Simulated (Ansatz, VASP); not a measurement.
Mg2TeBr2 in VASP and in Ansatz

The input INCAR:

```
PREC     = Accurate       # precision mode
ENCUT    = 600            # plane-wave cutoff, eV
EDIFF    = 1E-6           # SCF threshold, eV
ISMEAR   = 0              # smearing method
SIGMA    = 0.1            # smearing width, eV
LREAL    = F              # projectors in reciprocal space
LASPH    = T              # aspherical terms in the spheres
NELM     = 100            # most SCF steps
ALGO     = Normal         # electronic algorithm
ISIF     = 3              # what is computed and relaxed
LWAVE    = F              # write WAVECAR
LCHARG   = F              # write CHGCAR
GGA      = PE             # functional
IBRION   = 2              # ionic algorithm
NSW      = 100            # ionic steps
EDIFFG   = -0.01          # ionic threshold
```

The input KPOINTS:

```
regular mesh
0
Gamma
  8 8 6
```

Contents of POSCAR:

```
Mg2TeBr2
1.0
    4.6572986636      0.0000000000      0.0000000000
    0.0000000000      4.6572986636      0.0000000000
    0.0000000000      0.0000000000      6.3653284297
Mg Te Br
2 1 2
Direct
    0.0000000000      0.5000000000      0.5000000000
    0.5000000000      0.0000000000      0.5000000000
    0.0000000000      0.0000000000      0.0000000000
    0.5000000000      0.5000000000      0.2529340715
    0.5000000000      0.5000000000      0.7470659285
```

Input for Ansatz:

```yaml
crystal:
  lattice:
    - [4.6572986636, 0.0, 0.0]
    - [0.0, 4.6572986636, 0.0]
    - [0.0, 0.0, 6.3653284297]
  atoms:
    - { symbol: Mg, position: [0.0, 0.5, 0.5] }
    - { symbol: Mg, position: [0.5, 0.0, 0.5] }
    - { symbol: Te, position: [0.0, 0.0, 0.0] }
    - { symbol: Br, position: [0.5, 0.5, 0.2529340715] }
    - { symbol: Br, position: [0.5, 0.5, 0.7470659285] }
basis:
  ecutwfc: 420
kpoints:
  mp_grid: { grid: [8, 8, 6] }
hamiltonian:
  xc: pbe
scf:
  occupations: { method: gaussian, width: 0.1 }
output:
  forces: true
  stress: true
  eigenvalues: true
relax:
  adjacent_minimum: "off"
  f_tol: 0.01
  max_steps: 80
  cell: { stress_tol: 0.05 }
```

Change from the starting cell: species swapped into the CeMg2Si2 type (P4/mmm, No. 123).

Alike in both runs: task relaxation of cell and atoms; functional PBE; k mesh 8 × 8 × 6; occupations gaussian, width 0.1 eV; no spin polarisation.

```csv
,VASP,Ansatz
version,VASP 6.6.1,Ansatz 0.2.0
potentials or method,"VASP PAW PBE potentials, release 64 (Mg, Te, Br)","scalar-relativistic, plane waves, PAW"
plane-wave cutoff (eV),600,420
valence electrons in the cell,24,50
```

Ansatz gave:

| Property | Result |
| --- | --- |
| gap on the k mesh at the Fermi level, each at its own relaxed structure (eV) | none |
| relaxed volume (Å³/atom) | 27.55 |
| relaxed cell length with the largest relative difference (Å) | 4.629 |

Estimate VASP's values.

gap on the k mesh at the Fermi level, each at its own relaxed structure (eV): none; relaxed volume (Å³/atom): 27.44; relaxed cell length with the largest relative difference (Å): 4.620.

A gap of «none» marks a metal or a gap that the smearing closes. The two sets of potentials don't hold the same shells in valence.

Spin-orbit coupling is left out, which matters for the levels of Te.
